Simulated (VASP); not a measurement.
Output of a VASP run:

### OSZICAR
```
...
DAV:   2    -0.425000470784E+02    0.44019E-03   -0.12204E-03   668   0.411E-01    0.962E-02
DAV:   3    -0.425001528198E+02   -0.10574E-03   -0.20967E-03   600   0.556E-01    0.271E-02
DAV:   4    -0.425005085886E+02   -0.35577E-03   -0.56691E-04   576   0.300E-01    0.162E-02
DAV:   5    -0.425005476962E+02   -0.39108E-04   -0.92628E-05   608   0.127E-01    0.820E-03
DAV:   6    -0.425005208674E+02    0.26829E-04   -0.50084E-05   584   0.974E-02    0.317E-03
DAV:   7    -0.425005514981E+02   -0.30631E-04   -0.23630E-06   564   0.230E-02    0.166E-03
DAV:   8    -0.425005384981E+02    0.13000E-04   -0.46652E-07   384   0.944E-03    0.734E-04
DAV:   9    -0.425005534495E+02   -0.14951E-04   -0.34336E-07   356   0.982E-03    0.284E-04
DAV:  10    -0.425005501999E+02    0.32496E-05   -0.21090E-08   300   0.174E-03    0.118E-04
DAV:  11    -0.425005505254E+02   -0.32554E-06   -0.84073E-09   292   0.130E-03
   3 F= -.42500551E+02 E0= -.42500551E+02  d E =-.495524E-03
       N       E                     dE             d eps       ncg     rms          rms(c)
DAV:   1    -0.425007964982E+02   -0.24630E-03   -0.74314E-03   580   0.779E-01    0.686E-02
DAV:   2    -0.425006804665E+02    0.11603E-03   -0.29884E-04   576   0.173E-01    0.314E-02
DAV:   3    -0.425006669773E+02    0.13489E-04   -0.15561E-04   656   0.136E-01    0.130E-02
DAV:   4    -0.425006632714E+02    0.37059E-05   -0.37636E-05   580   0.775E-02    0.729E-03
DAV:   5    -0.425006696564E+02   -0.63851E-05   -0.23823E-05   584   0.607E-02    0.388E-03
DAV:   6    -0.425006643693E+02    0.52872E-05   -0.90297E-06   580   0.385E-02    0.963E-04
DAV:   7    -0.425006821817E+02   -0.17812E-04   -0.72587E-07   444   0.124E-02    0.904E-04
DAV:   8    -0.425006663348E+02    0.15847E-04   -0.38883E-07   376   0.102E-02    0.140E-04
DAV:   9    -0.425006704006E+02   -0.40658E-05   -0.34742E-08   300   0.229E-03    0.131E-04
DAV:  10    -0.425006668314E+02    0.35692E-05   -0.11129E-08   296   0.153E-03    0.750E-05
DAV:  11    -0.425006690171E+02   -0.21857E-05   -0.20951E-09   300   0.664E-04    0.376E-05
DAV:  12    -0.425006682146E+02    0.80241E-06   -0.44706E-10   300   0.298E-04
   4 F= -.42500668E+02 E0= -.42500668E+02  d E =-.117689E-03
       N       E                     dE             d eps       ncg     rms          rms(c)
DAV:   1    -0.425021166703E+02   -0.14477E-02   -0.66623E-02   580   0.233E+00    0.205E-01
DAV:   2    -0.425010646931E+02    0.10520E-02   -0.26777E-03   576   0.515E-01    0.939E-02
DAV:   3    -0.425008586930E+02    0.20600E-03   -0.13978E-03   656   0.408E-01    0.389E-02
DAV:   4    -0.425009367046E+02   -0.78012E-04   -0.33315E-04   576   0.230E-01    0.221E-02
DAV:   5    -0.425008925799E+02    0.44125E-04   -0.21078E-04   576   0.180E-01    0.117E-02
DAV:   6    -0.425009517611E+02   -0.59181E-04   -0.82587E-05   584   0.116E-01    0.287E-03
DAV:   7    -0.425010008226E+02   -0.49061E-04   -0.71432E-06   632   0.380E-02    0.303E-03
DAV:   8    -0.425009598673E+02    0.40955E-04   -0.41368E-06   584   0.321E-02    0.412E-04
DAV:   9    -0.425009682563E+02   -0.83890E-05   -0.12736E-07   304   0.514E-03    0.254E-04
DAV:  10    -0.425009581426E+02    0.10114E-04   -0.49486E-08   300   0.309E-03    0.970E-05
DAV:  11    -0.425009659367E+02   -0.77941E-05   -0.17438E-08   292   0.205E-03    0.287E-05
DAV:  12    -0.425009644630E+02    0.14738E-05   -0.93622E-10   300   0.451E-04    0.193E-05
DAV:  13    -0.425009645962E+02   -0.13322E-06   -0.48440E-11   300   0.870E-05
   5 F= -.42500965E+02 E0= -.42500965E+02  d E =-.414071E-03
```

### OUTCAR
```
------------------------ aborting loop because EDIFF is reached ----------------------------------------
  FORCE on cell =-STRESS in cart. coord.  units (eV):
  Direction    XX          YY          ZZ          XY          YZ          ZX
  --------------------------------------------------------------------------------------
  Total        0.0145437      0.0145437      0.0721775      0.0000000      0.0000000      0.0000000
  in kB        0.6428476      0.6428478      3.1903176      0.0000000      0.0000000      0.0000000
  external PRESSURE =       1.4920043 kB  Pullay stress =       0.0000000 kB
  volume of cell :       36.25
      direct lattice vectors                 reciprocal lattice vectors
     1.250246316 -2.165490529  0.000000000     0.399921194 -0.230894568  0.000000000
     1.250246316  2.165490529  0.000000000     0.399921194  0.230894568  0.000000000
    -0.000000000  0.000000000  6.694171666     0.000000000  0.000000000  0.149383680
  FREE ENERGIE OF THE ION-ELECTRON SYSTEM (eV)
  ---------------------------------------------------
  free  energy   TOTEN  =       -42.5009645962 eV

  energy  without entropy=      -42.5009645962  energy(sigma->0) =      -42.50096460

 reached required accuracy - stopping structural energy minimisation
```
(Selected blocks of OUTCAR.)

### POSCAR
```
BN
1
    1.2520000000    -2.1685280000     0.0000000000
    1.2520000000     2.1685280000     0.0000000000
    0.0000000000     0.0000000000     6.6600000000
B N
2 2
Direct
  0.3333330000   0.6666670000   0.2500000000
  0.6666670000   0.3333330000   0.7500000000
  0.6666670000   0.3333330000   0.2500000000
  0.3333330000   0.6666670000   0.7500000000
```

Reconstruct the remaining input files.

This is not unique; one that fits is the input of the run itself, MS2 meta-GGA, plane waves, VASP's PBE PAW potentials (set 64).

File KPOINTS:
```
Automatic mesh
0
Gamma
9 9 3
0 0 0
```

INCAR:
```
ALGO = Normal
EDIFF = 1E-6
EDIFFG = -0.02
ENCUT = 520
IBRION = 2
ISIF = 3
ISMEAR = 0
LASPH = .TRUE.
LCHARG = .FALSE.
LMIXTAU = .TRUE.
LREAL = .FALSE.
LWAVE = .FALSE.
METAGGA = MS2
NELM = 100
NSW = 60
PREC = Accurate
SIGMA = 0.05
SYSTEM = BN
```

POTCAR, in this order: B N (PBE.64 set). Program: vasp_std.

The compound is BN in the hex structure. This run relaxes it. Symmetry was kept, so distortions that lower it aren't found. The start is the result of an earlier pass.
